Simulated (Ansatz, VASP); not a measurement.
# Hf (Hafnium): VASP beside Ansatz, part 2 of 2

Aim: how closely do two programs agree when they are given the same cell, functional and k mesh? The cell is taken from a series of runs on this material, whose earlier steps may have relaxed, scaled, displaced or heated it; both programs get it as it stands.

VASP 6.6.1 and Ansatz 0.2.0.

So far: Starting point; Ansatz: zone-centre phonons, LDA; VASP: zone-centre phonons, LDA.

### Step 3. VASP: zone-centre phonons, LDA (continued)

Level of this step: LDA; plane waves and PAW (Hf_pv) (VASP).

Numbers of over 12 decimals in the logs are rounded to 6 here.

OUTCAR, selected parts (step 3):

```text
ion  position               nearest neighbor table
   1  0.333  0.667  0.250-   2 3.04   2 3.04   2 3.04   2 3.04   2 3.04   2 3.04
   2  0.667  0.333  0.750-   1 3.04   1 3.04   1 3.04   1 3.04   1 3.04   1 3.04

  LATTYP: Found a hexagonal cell.
 ALAT       =     3.0981170447
 C/A-ratio  =     1.5852188399

 Subroutine GETGRP returns: Found 24 space group operations
 (whereof 12 operations were pure point group operations)

The static configuration has the point symmetry D_3d.
 The point group associated with its full space group is D_6h.

 Found    135 irreducible k-points:

   k-points           NKPTS =    135   k-points in BZ     NKDIM =    135   number of bands    NBANDS=     16

   dimension x,y,z NGX =    24 NGY =   24 NGZ =   36
   dimension x,y,z NGXF=    48 NGYF=   48 NGZF=   72

   ENCUT  =  500.0 eV  36.75 Ry    6.06 a.u.   5.65  5.65  8.95*2*pi/ulx,y,z

   NELECT =      20.0000    total number of electrons

 k-points in reciprocal lattice and weights: Automatic mesh
   0.00000000  0.00000000  0.00000000       0.001
   0.06666667  0.00000000  0.00000000       0.003
   0.13333333  0.00000000  0.00000000       0.003
   0.20000000  0.00000000  0.00000000       0.003
   0.26666667  0.00000000  0.00000000       0.003
   0.33333333  0.00000000  0.00000000       0.003
   0.40000000  0.00000000  0.00000000       0.003
   0.46666667  0.00000000  0.00000000       0.003
   0.06666667  0.06666667  0.00000000       0.003
[...]
0.33333333  0.26666667  0.50000000       0.007
   0.33333333  0.33333333  0.50000000       0.001

 average (electrostatic) potential at core
       1 -36.7367       2 -36.7367

  Total        0.6402918      0.6402918      0.6348396     -0.0000000      0.0000000     -0.0000000
  in kB       25.1289993     25.1289993     24.9150228     -0.0000000      0.0000000     -0.0000000
  external PRESSURE =      25.0576738 kB  Pullay stress =       0.0000000 kB

  energy-cutoff  :      500.00
  volume of cell :       40.82
      direct lattice vectors                 reciprocal lattice vectors
     3.098117045  0.000000000  0.000000000     0.322776701  0.186355215  0.000000000
    -1.549058522  2.683048065  0.000000000     0.000000000  0.372710431  0.000000000
     0.000000000  0.000000000  4.911193507     0.000000000  0.000000000  0.203616493

 POSITION                                       TOTAL-FORCE (eV/Angst)
 -----------------------------------------------------------------------------------
     -0.00000      1.78870      1.22780         0.000000     -0.000000      0.000000
      1.54906      0.89435      3.68340        -0.000000      0.000000      0.000000
 -----------------------------------------------------------------------------------
    total drift:                               -0.000000     -0.000000      0.000000

 Eigenvectors and eigenvalues of the dynamical matrix
 ----------------------------------------------------

   1 f  =    3.614672 THz    22.711652 2PiTHz  120.572466 cm-1    14.949074 meV
             X         Y         Z           dx          dy          dz
     -0.000000  1.788699  1.227798     0.000000    0.000000    0.707107
      1.549059  0.894349  3.683395     0.000000    0.000000   -0.707107

   2 f  =    2.102184 THz    13.208411 2PiTHz   70.121307 cm-1     8.693930 meV
             X         Y         Z           dx          dy          dz
     -0.000000  1.788699  1.227798    -0.537018    0.460013    0.000000
      1.549059  0.894349  3.683395     0.537018   -0.460013    0.000000

   3 f  =    2.102184 THz    13.208411 2PiTHz   70.121307 cm-1     8.693930 meV
             X         Y         Z           dx          dy          dz
     -0.000000  1.788699  1.227798     0.460013    0.537018    0.000000
      1.549059  0.894349  3.683395    -0.460013   -0.537018    0.000000

   4 f  =    0.000000 THz     0.000000 2PiTHz    0.000001 cm-1     0.000000 meV
             X         Y         Z           dx          dy          dz
     -0.000000  1.788699  1.227798     0.650162   -0.278009    0.000000
      1.549059  0.894349  3.683395     0.650162   -0.278009    0.000000

   5 f  =    0.000000 THz     0.000000 2PiTHz    0.000000 cm-1     0.000000 meV
             X         Y         Z           dx          dy          dz
     -0.000000  1.788699  1.227798     0.000000    0.000000    0.707107
      1.549059  0.894349  3.683395     0.000000    0.000000    0.707107

   6 f/i=    0.000000 THz     0.000000 2PiTHz    0.000001 cm-1     0.000000 meV
             X         Y         Z           dx          dy          dz
     -0.000000  1.788699  1.227798    -0.278009   -0.650162    0.000000
      1.549059  0.894349  3.683395    -0.278009   -0.650162    0.000000

 ELASTIC MODULI CONTR FROM IONIC RELAXATION (kBar)
 Direction    XX          YY          ZZ          XY          YZ          ZX
 --------------------------------------------------------------------------------
 XX        -152.7501    152.7501      0.0000      0.0000      0.0000      0.0000
 YY         152.7501   -152.7501     -0.0000      0.0000     -0.0000      0.0000
 ZZ           0.0000     -0.0000     -0.0000      0.0000     -0.0000      0.0000
 XY           0.0000      0.0000      0.0000   -152.7501     -0.0000      0.0000
 YZ           0.0000     -0.0000     -0.0000     -0.0000     -0.0000      0.0000
 ZX           0.0000      0.0000      0.0000      0.0000      0.0000      0.0000
 --------------------------------------------------------------------------------
```

### Step 4. Differences

Known differences besides the potentials themselves: the data sets hold 52 valence electrons in Ansatz (on its PAW soft_1 files) and 20 in VASP; the cutoff is 420 eV in Ansatz and 500 eV in VASP; VASP's log shows a relativistic correction to its local exchange, Ansatz's none. Total energies have different zeros and are not compared.

Both answers:

```tsv
quantity	Ansatz	VASP	difference
optical mode 1 to 2 (cm⁻¹)	71.2	70.1	+1.47 %
optical mode 3 (cm⁻¹)	120.7	120.6	+0.11 %
```

Modes are paired by rising frequency, not by their patterns, so a pair may set unlike modes beside each other; they are those without the splitting of longitudinal modes.

### Step 5. Outcome

| Item | Value |
| --- | --- |
| r.m.s. difference of the optical zone-centre modes, each program's sorted by frequency (zone-centre phonons, LDA) | 0.84 cm⁻¹ |
| difference in optical mode 1 to 2 (zone-centre phonons, LDA) | +1.5 % |

In words: The r.m.s. difference of the optical zone-centre modes, each program's sorted by frequency is 0.84 cm⁻¹ (zone-centre phonons, LDA). The data sets hold unlike numbers of valence electrons (52 in Ansatz and 20 in VASP), so part of the differences comes from the potentials. Among the rows given in per cent, the largest difference of the zone-centre phonons, LDA pair is in optical mode 1 to 2, +1.5 %. Such differences can come from data sets, numerical settings and the points named under the comparisons, not from the functional's error against experiment.

[Lines on the potential files, build, host, timing and source positions are cut from VASP's logs without a mark.]

[Logs are printed without paths, hosts, clocks, repeated set-up lines and the standing remarks that a program may print on its own settings, such as how far it seeks lower states.]

[Hosts, paths, dates, database ids (printed as entryN), source tags and the programs' standing remarks are cut or masked in the printed files.]
